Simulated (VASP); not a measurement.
A run of VASP 6.6.1:

File INCAR:

```
  PREC = Accurate
  ENCUT = 520
  EDIFF = 1E-6
  ISMEAR = 1
  SIGMA = 0.1
  LREAL = False
  LASPH = True
  NELM = 100
  ALGO = Fast
  ISIF = 2
  LWAVE = False
  LCHARG = False
  GGA = PE
  NBANDS = 26
```

KPOINTS

```
regular mesh
0
Gamma
  4 4 4
```

The input POSCAR:

```
Rb3Pt
1.0
    5.4987900000      0.0000000000      0.0000000000
    0.0000000000      5.4987900000      0.0000000000
    0.0000000000      0.0000000000      5.4987900000
Rb Pt
3 1
Direct
    0.0000000000      0.0000000000      0.5000000000
    0.0000000000      0.5000000000      0.0000000000
    0.5000000000      0.0000000000      0.0000000000
    0.5000000000      0.5000000000      0.5000000000
```

Potentials or basis: VASP PAW PBE potentials, release 64 (Rb_sv, Pt).

The run is started by

```console
$ cat potpaw_PBE.64/Rb_sv/POTCAR potpaw_PBE.64/Pt/POTCAR > POTCAR
$ mpirun -np 1 vasp_std > vasp.out
```

Hardware: 1 thread of Intel(R) Xeon(R) 6975P-C (Granite Rapids) (shared host).

Question: How long does it take, and how much memory?

Answer: It took 31 s on 1 thread of Intel(R) Xeon(R) 6975P-C (Granite Rapids) (shared host), peak memory 0.27 GiB. Counts: scf iterations 18, k points 10.
